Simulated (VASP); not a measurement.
Input:

```xyz
2
Lattice="0.0000 2.4506 2.4506 2.4506 0.0000 2.4506 2.4506 2.4506 0.0000" Properties=species:S:1:pos:R:3 pbc="T T T"
Ca     0.0000     0.0000     0.0000
O      2.4506     2.4506     2.4506
```

The numbers are results of optB88-vdW, VASP's PBE PAW potentials (set 64) (plane waves; VASP), not measurements. Numerical set-up: 520 eV cut-off, 9×9×9 Γ-centred mesh, Gaussian smearing of 0.050 eV, potentials Ca_sv O.

Problem. The job: CaO (rock salt), 2 atoms, optB88-vdW, static run, 520 eV, 9×9×9 Γ-centred mesh. Roughly how much core time does it take on a busy server core?

Solution. About 30 core-seconds (one run on a shared machine, a rough figure). It had 35 irreducible k-points, 12 bands, up to 821 plane waves and 15 electronic steps.

The compound is CaO in the rock salt structure. This cell is one point of a volume scan, at 1.06 of the reference volume.
